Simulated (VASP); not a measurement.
OSZICAR of a VASP run on Mg (hcp):

**OSZICAR**
```
       N       E                     dE             d eps       ncg     rms          rms(c)
DAV:   1    -0.664134705455E+00   -0.66413E+00   -0.12197E+03  1140   0.437E+02
DAV:   2    -0.344872592970E+01   -0.27846E+01   -0.26522E+01  1536   0.280E+01
DAV:   3    -0.346618998794E+01   -0.17464E-01   -0.17464E-01  1578   0.310E+00
DAV:   4    -0.346624746062E+01   -0.57473E-04   -0.57473E-04  1596   0.150E-01
DAV:   5    -0.346624771231E+01   -0.25169E-06   -0.25154E-06  1590   0.757E-03    0.968E-01
DAV:   6    -0.345570754639E+01    0.10540E-01   -0.53694E-04  1428   0.224E-01    0.616E-01
DAV:   7    -0.344614547906E+01    0.95621E-02   -0.22656E-03  1254   0.406E-01    0.314E-02
DAV:   8    -0.344615001033E+01   -0.45313E-05   -0.13638E-05  1788   0.329E-02    0.639E-03
DAV:   9    -0.344614963122E+01    0.37911E-06   -0.95247E-07  1338   0.616E-03    0.596E-04
DAV:  10    -0.344614950078E+01    0.13044E-06   -0.32595E-09  1080   0.471E-04    0.103E-04
DAV:  11    -0.344614949943E+01    0.13513E-08   -0.26179E-10   768   0.147E-04
   1 F= -.34461495E+01 E0= -.34462756E+01  d E =0.378179E-03
```

Q: Which electronic solver shows in the log?

A: It is blocked Davidson (ALGO = Normal, or the opening steps of other solvers). The INCAR had ALGO = Normal.

Q: Can the final energy be trusted as converged?

A: The calculation finished and met its thresholds. It stopped with EDIFF = 1E-7, NELM = 100 (PBEsol GGA, plane waves, VASP's PBE PAW potentials (set 64)).

The compound is Mg in the hcp structure. It was relaxed first.
